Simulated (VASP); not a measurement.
Given:

```
CELL_PARAMETERS angstrom
      1.58859    -2.75153     0.00000
      1.58859     2.75153     0.00000
      0.00000     0.00000     5.02656
ATOMIC_POSITIONS crystal
  Hf 0.33333 0.66667 0.25000
  Hf 0.66667 0.33333 0.75000
```

The numbers are results of TPSS meta-GGA, VASP's PBE PAW potentials (set 64) (plane waves; VASP 6.6.1), not measurements. Settings: 520 eV cut-off, 15×15×8 Γ-centred mesh, tetrahedra with Blöchl corrections, potentials Hf_pv.

### Question
Give the energies of bands 7 to 13 at the high-symmetry points, in eV from the Fermi level.

### Answer

| band | Γ | M | K | A | L | H |
|---|---|---|---|---|---|---|
| 7 | -7.45 | -3.39 | -2.24 | -5.44 | -3.49 | -1.80 |
| 8 | -3.78 | -2.85 | -1.82 | -5.44 | -3.49 | -1.80 |
| 9 | 0.64 | -2.33 | -1.82 | 0.12 | -1.03 | -1.54 |
| 10 | 1.19 | -0.82 | -1.51 | 0.12 | -1.03 | -1.54 |
| 11 | 1.19 | 0.79 | 0.36 | 1.08 | 1.19 | -0.20 |
| 12 | 1.47 | 0.88 | 0.36 | 1.08 | 1.19 | -0.20 |
| 13 | 2.04 | 1.70 | 2.07 | 1.08 | 2.70 | 2.56 |

It has no gap at this level: it comes out as a metal or semimetal.

The compound is Hf in the hcp structure. It was relaxed first.
